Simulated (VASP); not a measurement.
Consider the following.

```yaml
crystal:
  lattice:
    - [-1.58996, 1.58996, 1.58996]
    - [1.58996, -1.58996, 1.58996]
    - [1.58996, 1.58996, -1.58996]
  atoms:
    - { symbol: Nb, position: [0.00000, 0.00000, 0.00000] }
```

All values below come from LDA (Ceperley-Alder, Perdew-Zunger), VASP's LDA PAW potentials (set 64) (plane waves; VASP). Settings: 520 eV cut-off, 16×16×16 Γ-centred mesh, first-order Methfessel-Paxton smearing of 0.10 eV, potentials Nb_sv.

Problem. The job: Nb (bcc), 1 atom, LDA, static run, 520 eV, 16×16×16 Γ-centred mesh. Roughly how much core time does it take on a busy server core?

Solution. About 30 core-seconds (one run on a shared machine, a rough figure). It had 145 irreducible k-points, 10 bands, up to 456 plane waves and 12 electronic steps.

The compound is Nb in the bcc structure. This cell is one point of a volume scan, at 0.94 of the reference volume.
